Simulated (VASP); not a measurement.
These are r2SCAN meta-GGA, VASP's PBE PAW potentials (set 64) (plane waves; VASP) values and carry that method's errors.

VASP input:

File POSCAR:
```
VSi
1
    0.0000000000     3.0484090000     3.0484090000
    3.0484090000     0.0000000000     3.0484090000
    3.0484090000     3.0484090000     0.0000000000
V Si
1 1
Direct
  0.0000000000   0.0000000000   0.0000000000
  0.2500000000   0.2500000000   0.2500000000
```

INCAR:
```
SYSTEM = VSi
PREC = Accurate
ENCUT = 400
EDIFF = 1E-6
NELM = 100
ALGO = Normal
LREAL = .FALSE.
LASPH = .TRUE.
ISMEAR = 1
SIGMA = 0.1
METAGGA = R2SCAN
LMIXTAU = .TRUE.
LMAXMIX = 4
ISPIN = 2
MAGMOM = 2.0 0.0
LORBIT = 10
LWAVE = .FALSE.
LCHARG = .FALSE.
IBRION = 2
ISIF = 3
NSW = 60
EDIFFG = -0.01
```

**KPOINTS**
```
Automatic mesh
0
Gamma
9 9 9
0 0 0
```

POTCAR, in this order: V_sv Si (PBE.64 set). Program: vasp_std.

**Question.** What will the output report for the number of irreducible k-points (NKPTS), number of bands (NBANDS), largest plane-wave count, number of space-group operations, FFT grid (NGX, NGY, NGZ)?

**Answer.** 
number of irreducible k-points (NKPTS): 35
number of bands (NBANDS): 13
largest plane-wave count: 1039
number of space-group operations: 24
FFT grid (NGX, NGY, NGZ): 28 × 28 × 28

The structure was generated: VSi was put into the zinc blende type (F-43m), which need not be its known phase. This run relaxes it. Symmetry was kept, so distortions that lower it aren't found.
